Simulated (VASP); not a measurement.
A convergence study with VASP on Pt (fcc): one setting is varied, all else stays as given below, so the limit is that of these other settings.

```yaml
crystal:
  lattice:
    - [0.00000, 1.96000, 1.96000]
    - [1.96000, 0.00000, 1.96000]
    - [1.96000, 1.96000, 0.00000]
  atoms:
    - { symbol: Pt, position: [0.00000, 0.00000, 0.00000] }
```

Calculation: LDA (Ceperley-Alder, Perdew-Zunger), VASP's LDA PAW potentials (set 64) (plane waves; VASP). The tightest run used: 550 eV cut-off, 26×26×26 Γ-centred mesh, first-order Methfessel-Paxton smearing of 0.10 eV, potentials Pt.

```csv
setting,E (eV/atom),pressure (GPa),irreducible k-points
1×1×1 mesh,-17.4889,-82.89,1
2×2×2 mesh,-2.8334,62.65,3
3×3×3 mesh,-6.8511,3.95,4
4×4×4 mesh,-7.6095,-6.99,8
5×5×5 mesh,-7.1855,-0.24,10
6×6×6 mesh,-7.6127,-7.96,16
7×7×7 mesh,-7.4594,-3.57,20
8×8×8 mesh,-7.4875,-5.89,29
9×9×9 mesh,-7.5319,-5.68,35
10×10×10 mesh,-7.4872,-5.15,47
```

Question: These are the cheaper rows. Estimate the results at 26×26×26 mesh, and how far the last row shown lies from them.

Answer: 
```tsv
quantity	tightest run	last row shown is off by
E (eV/atom)	-7.5001	0.0128
pressure (GPa)	-5.28	0.13
```

Left out are rungs that failed or repeat a setting and relaxations that didn't move; long series are thinned to 24 rows.

The compound is Pt in the fcc structure. The cell was not relaxed at this level.
